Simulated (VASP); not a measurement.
All values below come from LDA (Ceperley-Alder, Perdew-Zunger), VASP's LDA PAW potentials (set 64) (plane waves; VASP 6.6.1). For the first row: Settings: 520 eV cut-off, 6×6×6 Γ-centred mesh, Gaussian smearing of 0.050 eV, potentials Mg Ge_d.

```tsv
system	energy (eV/atom)
Mg2Ge (antifluorite)	-3.2896
Mg atom	0.0009
Ge atom	-0.5685
```

Atoms are spin-polarised in a large box without symmetry, with the spin fixed by Hund's rule, and may not be in the lowest state of each functional; no zero-point energy is added.

Problem. What is the cohesive energy per atom of Mg₂Ge?

Solution. The references average (2×(0.0009) + 1×(-0.5685))/3 = -0.1889 eV, so the cohesive energy is -0.1889 − (-3.2896) = 3.101 eV/atom.
